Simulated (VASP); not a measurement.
Set up this calculation in VASP 6.6.1, as the native input.

```yaml
Task: single point
Functional: PBE
Potentials_or_basis: VASP PAW PBE potentials, release 64 (B, As)
Cutoff: 450 eV
k_mesh: 8 × 8 × 8
Occupations: gaussian, width 0.02 eV
Spin: no spin polarisation
Further_INCAR_settings: ALGO = Normal; EDIFF = 1e-07; NBANDS = 11
```

The structure of BAs lies in POSCAR:

```
BAs
1.0
    0.0000000000      2.3885000000      2.3885000000
    2.3885000000      0.0000000000      2.3885000000
    2.3885000000      2.3885000000      0.0000000000
B As
1 1
Direct
    0.0000000000      0.0000000000      0.0000000000
    0.2500000000      0.2500000000      0.2500000000
```

These files were run (other wordings do the same):

INCAR

```
SYSTEM = BAs
  PREC = Accurate
  ENCUT = 450
  EDIFF = 1E-7
  ISMEAR = 0
  SIGMA = 0.02
  LREAL = .FALSE.
  LASPH = .TRUE.
  NELM = 80
  ALGO = Normal
  ISIF = 2
  LWAVE = .FALSE.
  LCHARG = .FALSE.
  GGA = PE
  NBANDS = 11
```

KPOINTS

```
Automatic mesh
0
G
  8 8 8
  0 0 0
```

Potentials or basis: VASP PAW PBE potentials, release 64 (B, As).

The run is started by

```bash
$ cat potpaw_PBE.64/B/POTCAR potpaw_PBE.64/As/POTCAR > POTCAR
$ mpirun -np 1 vasp_std > vasp.out
```

It gave:

| Item | Value |
| --- | --- |
| Pressure | 3.4 GPa |
| Band gap on the k mesh | 1.19 eV, indirect (least direct gap 3.28 eV) |

It took 12 s on 1 thread of AMD EPYC 7R43 64-Core Processor (Zen 3), with other jobs on the host, peak memory 0.1 GiB.
